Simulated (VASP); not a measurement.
OSZICAR of a VASP run on ZrB2 (AlB2 type):

### OSZICAR
```
       N       E                     dE             d eps       ncg     rms          rms(c)
DAV:   1     0.127575366513E+03    0.12758E+03   -0.11218E+04  2470   0.161E+03
DAV:   2    -0.237037406253E+02   -0.15128E+03   -0.14626E+03  2858   0.374E+02
DAV:   3    -0.301315390374E+02   -0.64278E+01   -0.63718E+01  3915   0.672E+01
DAV:   4    -0.302704723649E+02   -0.13893E+00   -0.13888E+00  3070   0.925E+00
DAV:   5    -0.302749353335E+02   -0.44630E-02   -0.44626E-02  3854   0.120E+00    0.287E+01
DAV:   6    -0.273147123844E+02    0.29602E+01   -0.81732E+00  2996   0.220E+01    0.121E+01
DAV:   7    -0.272540192425E+02    0.60693E-01   -0.99566E-01  3712   0.691E+00    0.414E+00
DAV:   8    -0.272553531263E+02   -0.13339E-02   -0.14643E-01  2920   0.384E+00    0.732E-01
DAV:   9    -0.272509031028E+02    0.44500E-02   -0.22856E-02  2976   0.139E+00    0.142E-01
DAV:  10    -0.272507861810E+02    0.11692E-03   -0.93055E-04  3062   0.283E-01    0.489E-02
DAV:  11    -0.272507876176E+02   -0.14366E-05   -0.27208E-05  3217   0.556E-02    0.231E-02
DAV:  12    -0.272507848314E+02    0.27862E-05   -0.69017E-06  3134   0.296E-02    0.253E-03
DAV:  13    -0.272507847015E+02    0.12998E-06   -0.82794E-07  1535   0.854E-03
   1 F= -.22194531E+02 E0= -.22194534E+02  d E =-.221945E+02
```

Question: Which electronic solver shows in the log?

Answer: It is blocked Davidson (ALGO = Normal, or the opening steps of other solvers). The INCAR had ALGO = Normal.

Question: Can the final energy be trusted as converged?

Answer: Self-consistency was reached. It stopped with EDIFF = 1E-6, NELM = 100, NSW = 40 and EDIFFG = -0.02 after 1 ionic step (LDA (Ceperley-Alder, Perdew-Zunger), plane waves, VASP's LDA PAW potentials (set 64)).

The compound is ZrB2 in the AlB2 type structure. It was relaxed first under an external pressure of 30 GPa.
